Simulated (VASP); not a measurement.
All values below come from r2SCAN meta-GGA, VASP's PBE PAW potentials (set 64) (plane waves; VASP).

A VASP calculation is set up with these files.

### INCAR
```
SYSTEM = Pd(100) slab
PREC = Normal
ENCUT = 400
EDIFF = 1E-5
NELM = 100
ALGO = Normal
LREAL = .FALSE.
LASPH = .TRUE.
ISMEAR = 1
SIGMA = 0.1
METAGGA = R2SCAN
LMIXTAU = .TRUE.
LMAXMIX = 4
LWAVE = .TRUE.
LCHARG = .FALSE.
NELMIN = 4
LDIPOL = .TRUE.
IDIPOL = 3
DIPOL = 0.5 0.5 0.5
IBRION = 2
ISIF = 2
NSW = 50
EDIFFG = -0.03
```

### KPOINTS
```
Automatic mesh
0
Gamma
10 10 1
0 0 0
```

File POSCAR:
```
Pd(100) slab
1
    2.7681440815    -0.0000000000    -0.0000000000
   -0.0000000000     2.7681440815     0.0000000000
    0.0000000000     0.0000000000    26.8396694786
Pd
6
Direct
  0.0000000000   0.5000000000   0.3176790000
  0.5000000000   0.0000000000   0.3906070000
  0.0000000000   0.5000000000   0.4635360000
  0.5000000000   0.0000000000   0.5364640000
  0.0000000000   0.5000000000   0.6093930000
  0.5000000000   0.0000000000   0.6823210000
```

POTCAR, in this order: Pd (PBE.64 set). Program: vasp_std.

The resulting files:

**OSZICAR**
```
...
DAV:   3    -0.136053881128E+03   -0.24407E-03   -0.52920E-04  1512   0.187E-01    0.169E-02
DAV:   4    -0.136054074673E+03   -0.19355E-03   -0.11549E-04  1492   0.858E-02    0.288E-02
DAV:   5    -0.136054072227E+03    0.24464E-05   -0.25409E-05  1040   0.468E-02
   4 F= -.13605407E+03 E0= -.13605474E+03  d E =-.269478E-02
       N       E                     dE             d eps       ncg     rms          rms(c)
DAV:   1    -0.136053627668E+03    0.44701E-03   -0.27671E-01  1512   0.243E+00    0.723E-02
DAV:   2    -0.136053925185E+03   -0.29752E-03   -0.67459E-03  1544   0.515E-01    0.211E-01
DAV:   3    -0.136053985634E+03   -0.60449E-04   -0.29838E-03  1572   0.434E-01    0.101E-01
DAV:   4    -0.136054285297E+03   -0.29966E-03   -0.40415E-04  1556   0.149E-01    0.543E-02
DAV:   5    -0.136054351509E+03   -0.66212E-04   -0.95711E-05  1384   0.890E-02    0.446E-02
DAV:   6    -0.136054325775E+03    0.25735E-04   -0.96889E-05  1580   0.545E-02    0.180E-02
DAV:   7    -0.136054501508E+03   -0.17573E-03   -0.35754E-05  1172   0.412E-02    0.726E-03
DAV:   8    -0.136054558066E+03   -0.56558E-04   -0.10643E-05   944   0.225E-02    0.310E-03
DAV:   9    -0.136054571527E+03   -0.13461E-04   -0.22223E-06   840   0.107E-02    0.291E-03
DAV:  10    -0.136054584856E+03   -0.13328E-04   -0.23919E-06   844   0.130E-02    0.134E-03
DAV:  11    -0.136054569948E+03    0.14908E-04   -0.98043E-07   820   0.814E-03    0.127E-03
DAV:  12    -0.136054577808E+03   -0.78607E-05   -0.17186E-06   844   0.106E-02
   5 F= -.13605458E+03 E0= -.13605519E+03  d E =-.505581E-03
       N       E                     dE             d eps       ncg     rms          rms(c)
DAV:   1    -0.136046819418E+03    0.77505E-02   -0.24936E+00  1512   0.730E+00    0.223E-01
DAV:   2    -0.136054719587E+03   -0.79002E-02   -0.63967E-02  1588   0.157E+00    0.660E-01
DAV:   3    -0.136052790713E+03    0.19289E-02   -0.29758E-02  1596   0.134E+00    0.293E-01
DAV:   4    -0.136054517871E+03   -0.17272E-02   -0.36921E-03  1564   0.446E-01    0.169E-01
DAV:   5    -0.136054720887E+03   -0.20302E-03   -0.92142E-04  1572   0.277E-01    0.129E-01
DAV:   6    -0.136054207166E+03    0.51372E-03   -0.89495E-04  1580   0.171E-01    0.384E-02
DAV:   7    -0.136055128923E+03   -0.92176E-03   -0.26103E-04  1556   0.103E-01    0.231E-02
DAV:   8    -0.136055305377E+03   -0.17645E-03   -0.56130E-05  1388   0.506E-02    0.101E-02
DAV:   9    -0.136055337731E+03   -0.32355E-04   -0.41959E-06   856   0.126E-02    0.761E-03
DAV:  10    -0.136055417112E+03   -0.79381E-04   -0.68482E-06   884   0.166E-02    0.406E-03
DAV:  11    -0.136055433076E+03   -0.15964E-04   -0.29761E-06   868   0.109E-02    0.345E-03
DAV:  12    -0.136055442642E+03   -0.95652E-05   -0.69083E-06   944   0.199E-02
   6 F= -.13605544E+03 E0= -.13605588E+03  d E =-.137041E-02
       N       E                     dE             d eps       ncg     rms          rms(c)
DAV:   1    -0.136020210725E+03    0.35222E-01   -0.99823E+00  1512   0.146E+01    0.462E-01
DAV:   2    -0.136058209529E+03   -0.37999E-01   -0.26257E-01  1592   0.319E+00    0.134E+00
DAV:   3    -0.136047737400E+03    0.10472E-01   -0.12628E-01  1580   0.276E+00    0.602E-01
DAV:   4    -0.136052417764E+03   -0.46804E-02   -0.15335E-02  1552   0.894E-01    0.351E-01
DAV:   5    -0.136052619402E+03   -0.20164E-03   -0.39732E-03  1568   0.571E-01    0.253E-01
DAV:   6    -0.136050599707E+03    0.20197E-02   -0.36090E-03  1584   0.350E-01    0.656E-02
DAV:   7    -0.136053627038E+03   -0.30273E-02   -0.94508E-04  1552   0.194E-01    0.440E-02
DAV:   8    -0.136054075445E+03   -0.44841E-03   -0.19487E-04  1632   0.931E-02    0.207E-02
DAV:   9    -0.136054145215E+03   -0.69770E-04   -0.12602E-05   936   0.262E-02    0.133E-02
DAV:  10    -0.136054278368E+03   -0.13315E-03   -0.19876E-05   912   0.283E-02    0.856E-03
DAV:  11    -0.136054335217E+03   -0.56849E-04   -0.65901E-06   864   0.152E-02    0.630E-03
DAV:  12    -0.136054365754E+03   -0.30536E-04   -0.95045E-06   876   0.199E-02    0.443E-03
DAV:  13    -0.136054357987E+03    0.77668E-05   -0.13098E-05  1016   0.291E-02
   7 F= -.13605436E+03 E0= -.13605442E+03  d E =-.285760E-03
       N       E                     dE             d eps       ncg     rms          rms(c)
DAV:   1    -0.136035248625E+03    0.19117E-01   -0.56959E+00  1512   0.110E+01    0.330E-01
DAV:   2    -0.136055586755E+03   -0.20338E-01   -0.14434E-01  1524   0.235E+00    0.999E-01
DAV:   3    -0.136050021640E+03    0.55651E-02   -0.66658E-02  1576   0.191E+00    0.443E-01
DAV:   4    -0.136053526354E+03   -0.35047E-02   -0.12336E-02  1512   0.838E-01    0.249E-01
DAV:   5    -0.136054604773E+03   -0.10784E-02   -0.29654E-03  1544   0.478E-01    0.212E-01
DAV:   6    -0.136050527590E+03    0.40772E-02   -0.19403E-03  1520   0.272E-01    0.136E-01
DAV:   7    -0.136054305082E+03   -0.37775E-02   -0.28197E-03  1512   0.414E-01    0.305E-02
DAV:   8    -0.136055695003E+03   -0.13899E-02   -0.10946E-03  1512   0.250E-01    0.208E-02
DAV:   9    -0.136055230204E+03    0.46480E-03   -0.14069E-04  1520   0.102E-01    0.215E-02
DAV:  10    -0.136055409986E+03   -0.17978E-03   -0.21252E-04  1512   0.114E-01    0.940E-03
DAV:  11    -0.136055529527E+03   -0.11954E-03   -0.14787E-04  1504   0.102E-01    0.657E-03
DAV:  12    -0.136055653306E+03   -0.12378E-03   -0.30436E-05  1216   0.457E-02    0.427E-03
DAV:  13    -0.136055655807E+03   -0.25010E-05   -0.75155E-05  1448   0.797E-02
   8 F= -.13605566E+03 E0= -.13605600E+03  d E =-.158358E-02
       N       E                     dE             d eps       ncg     rms          rms(c)
DAV:   1    -0.136055351955E+03    0.30135E-03   -0.17240E-01  1512   0.193E+00    0.579E-02
DAV:   2    -0.136055602282E+03   -0.25033E-03   -0.47145E-03  1548   0.428E-01    0.194E-01
DAV:   3    -0.136055542731E+03    0.59551E-04   -0.21163E-03  1568   0.359E-01    0.676E-02
DAV:   4    -0.136055759055E+03   -0.21632E-03   -0.19185E-04  1520   0.101E-01    0.410E-02
DAV:   5    -0.136055794558E+03   -0.35503E-04   -0.82902E-05  1240   0.829E-02    0.397E-02
DAV:   6    -0.136055750858E+03    0.43700E-04   -0.85902E-05  1504   0.591E-02    0.105E-02
DAV:   7    -0.136055874360E+03   -0.12350E-03   -0.28823E-05  1152   0.348E-02    0.904E-03
DAV:   8    -0.136055847255E+03    0.27105E-04   -0.15728E-05  1024   0.360E-02    0.366E-03
DAV:   9    -0.136055864884E+03   -0.17629E-04   -0.18093E-06   836   0.982E-03    0.281E-03
DAV:  10    -0.136055838303E+03    0.26581E-04   -0.34112E-06   892   0.146E-02    0.101E-03
DAV:  11    -0.136055824531E+03    0.13771E-04   -0.29066E-06   892   0.140E-02    0.661E-04
DAV:  12    -0.136055850044E+03   -0.25512E-04   -0.16172E-06   828   0.113E-02    0.451E-04
DAV:  13    -0.136055860283E+03   -0.10239E-04   -0.75959E-07   820   0.727E-03    0.255E-04
DAV:  14    -0.136055865526E+03   -0.52431E-05   -0.60663E-07   816   0.671E-03
   9 F= -.13605587E+03 E0= -.13605617E+03  d E =-.209719E-03
       N       E                     dE             d eps       ncg     rms          rms(c)
DAV:   1    -0.136051354624E+03    0.45057E-02   -0.13923E+00  1512   0.549E+00    0.170E-01
DAV:   2    -0.136055945730E+03   -0.45911E-02   -0.38150E-02  1588   0.120E+00    0.540E-01
DAV:   3    -0.136054595577E+03    0.13502E-02   -0.18624E-02  1600   0.103E+00    0.212E-01
DAV:   4    -0.136055805642E+03   -0.12101E-02   -0.16845E-03  1532   0.300E-01    0.124E-01
DAV:   5    -0.136055896217E+03   -0.90574E-04   -0.70900E-04  1596   0.241E-01    0.114E-01
DAV:   6    -0.136055575199E+03    0.32102E-03   -0.66140E-04  1612   0.160E-01    0.273E-02
DAV:   7    -0.136056169262E+03   -0.59406E-03   -0.17818E-04  1548   0.817E-02    0.231E-02
DAV:   8    -0.136056247865E+03   -0.78603E-04   -0.39014E-05  1128   0.430E-02    0.822E-03
DAV:   9    -0.136056259142E+03   -0.11277E-04   -0.27338E-06   832   0.999E-03    0.599E-03
DAV:  10    -0.136056253724E+03    0.54181E-05   -0.38573E-06   832   0.156E-02
  10 F= -.13605625E+03 E0= -.13605643E+03  d E =-.597917E-03
```

File OUTCAR:
```
------------------------ aborting loop because EDIFF is reached ----------------------------------------
  FORCE on cell =-STRESS in cart. coord.  units (eV):
  Direction    XX          YY          ZZ          XY          YZ          ZX
  --------------------------------------------------------------------------------------
  Total       -2.3821105     -2.3821105     -0.2608501      0.0000000      0.0000000     -0.0000000
  in kB      -18.5574346    -18.5574346     -2.0321092      0.0000000      0.0000000     -0.0000000
  external PRESSURE =     -13.0489928 kB  Pullay stress =       0.0000000 kB
  volume of cell :      205.66
      direct lattice vectors                 reciprocal lattice vectors
     2.768144082  0.000000000  0.000000000     0.361252872  0.000000000  0.000000000
     0.000000000  2.768144082  0.000000000     0.000000000  0.361252872  0.000000000
     0.000000000  0.000000000 26.839669479     0.000000000  0.000000000  0.037258283
 POSITION                                       TOTAL-FORCE (eV/Angst)
 -----------------------------------------------------------------------------------
      0.00000      1.38407      8.57143        -0.000000      0.000000      0.004716
      1.38407      0.00000     10.50508         0.000000      0.000000     -0.002437
      0.00000      1.38407     12.44518        -0.000000      0.000000      0.008354
      1.38407      0.00000     14.39449         0.000000      0.000000     -0.008354
      0.00000      1.38407     16.33459        -0.000000      0.000000      0.002437
      1.38407      0.00000     18.26824         0.000000      0.000000     -0.004716
 -----------------------------------------------------------------------------------
    total drift:                                0.000000      0.000000      0.000000
  FREE ENERGIE OF THE ION-ELECTRON SYSTEM (eV)
  ---------------------------------------------------
  free  energy   TOTEN  =      -136.0562537238 eV

  energy  without entropy=     -136.0567857242  energy(sigma->0) =     -136.05643106

 reached required accuracy - stopping structural energy minimisation
```
(Selected blocks of OUTCAR.)

File CONTCAR:
```
Pd(100) slab
   1.00000000000000
     2.7681440815000000    0.0000000000000000    0.0000000000000000
     0.0000000000000000    2.7681440815000000    0.0000000000000000
     0.0000000000000000    0.0000000000000000   26.8396694786000012
  Pd
     6
Direct
     0.0000000000000000    0.5000000000000000    0.3193566355030223
     0.5000000000000000    0.0000000000000000    0.3914011568745098
     0.0000000000000000    0.5000000000000000    0.4636860947508909
     0.5000000000000000    0.0000000000000000    0.5363139052491089
     0.0000000000000000    0.5000000000000000    0.6085988431254904
     0.5000000000000000    0.0000000000000000    0.6806433644969777
```

The cell is a thin slab with vacuum, built from Pd (fcc): (100) face.
